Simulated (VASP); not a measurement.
OSZICAR of a VASP run on As (a7):

### OSZICAR
```
       N       E                     dE             d eps       ncg     rms          rms(c)
DAV:   1     0.357027378423E+02    0.35703E+02   -0.43322E+03  3410   0.920E+02
DAV:   2    -0.483577311106E+01   -0.40539E+02   -0.39334E+02  5238   0.123E+02
DAV:   3    -0.619624430733E+01   -0.13605E+01   -0.13568E+01  4065   0.274E+01
DAV:   4    -0.620395123198E+01   -0.77069E-02   -0.77002E-02  4063   0.214E+00
DAV:   5    -0.620397353583E+01   -0.22304E-04   -0.22303E-04  3950   0.114E-01    0.288E+00
DAV:   6    -0.619081303437E+01    0.13161E-01   -0.14366E-02  3670   0.862E-01    0.175E+00
DAV:   7    -0.618713949059E+01    0.36735E-02   -0.28267E-02  3683   0.125E+00    0.102E-01
DAV:   8    -0.618721452731E+01   -0.75037E-04   -0.82143E-04  3511   0.229E-01    0.414E-02
DAV:   9    -0.618725572274E+01   -0.41195E-04   -0.81722E-05  3828   0.816E-02    0.180E-02
DAV:  10    -0.618725611009E+01   -0.38735E-06   -0.47562E-06  3914   0.156E-02    0.590E-03
DAV:  11    -0.618725619172E+01   -0.81630E-07   -0.99993E-07  3486   0.961E-03
   1 F= -.61872562E+01 E0= -.61872603E+01  d E =-.618726E+01
```

### Question
Which electronic solver shows in the log?

### Answer
It is blocked Davidson (ALGO = Normal, or the opening steps of other solvers). The INCAR had ALGO = Normal.

### Question
Can the final energy be trusted as converged?

### Answer
The run converged. It stopped with EDIFF = 1E-7, NELM = 100, NSW = 30 and EDIFFG = -0.01 after 1 ionic step (optB88-vdW, plane waves, VASP's PBE PAW potentials (set 64)).

The compound is As in the a7 structure. It was relaxed first, which changed the volume by +6 %.
